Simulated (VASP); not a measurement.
Energy against volume of SrVO$_{3}$ (cubic perovskite). Level of theory: PBE GGA with D3 dispersion (Becke-Johnson damping), VASP's PBE PAW potentials (set 64) (plane waves; VASP 6.6.1). Numerical set-up: 520 eV cut-off, 8×8×8 Γ-centred mesh, first-order Methfessel-Paxton smearing of 0.10 eV, potentials Sr_sv V_sv O.

```
V (Å³/atom)  E (eV/atom)
-----------  -----------
10.618          -8.09018
10.957          -8.11151
11.296          -8.11860
11.635          -8.11356
```

Fit these four points and predict the energy of the run at 11.974 Å³/atom.

A cubic in V^(−2/3), the third-order Birch-Murnaghan form, passes through the four points with V0 = 11.32 Å³/atom and B0 = 189 GPa, and gives -8.0982 eV/atom there. The run gave -8.0982 eV/atom, -0.0 meV/atom from the fit; all five points give B0 = 189 GPa.

The compound is SrVO3 in the cubic perovskite structure. It was relaxed first. The run is not spin-polarised, so no magnetic state was tried.
